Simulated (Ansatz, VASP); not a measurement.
## Two plane-wave programs on ZrNb2N4

```
CELL_PARAMETERS angstrom
3.08477 -4.28941 0.00000
3.08477 4.28941 0.00000
0.00000 0.00000 3.19097
ATOMIC_POSITIONS crystal
Zr 0.00000 0.00000 0.00000
Nb 0.50000 0.00000 0.50000
Nb 0.00000 0.50000 0.50000
N 0.23876 0.23876 0.50000
N 0.76124 0.76124 0.50000
N 0.74508 0.25492 0.00000
N 0.25492 0.74508 0.00000
```

Change from the starting cell: species swapped into the Li2FeBr4 type (Cmmm, No. 65).

Alike in both runs: functional PBE; k mesh 3 × 3 × 4; occupations gaussian, width 0.15 eV; no spin polarisation.

Ansatz relaxed the structure, and its values are those at the end. VASP's run is a single point on that final structure, the one shown.

```csv
,VASP,Ansatz
version,VASP 6.6.1,Ansatz 0.2.0
potentials or method,"VASP PAW PBE potentials, release 64 (Zr_sv, Nb_sv, N)","scalar-relativistic, plane waves, PAW"
plane-wave cutoff (eV),520,420
valence electrons in the cell,58,58
```

```tsv
	VASP	Ansatz	Ansatz less VASP
gap on the k mesh at the Fermi level (eV)	none	none	-
pressure (GPa)	-0.2	0.0	+0.18
rms of the force components (eV/Å)	0.012	0.015	+0.0022
```

A gap of «none» marks a metal or a gap that the smearing closes.

Caveats: the k mesh is coarse (spacing up to 0.49 Å⁻¹), so the values aren't converged.
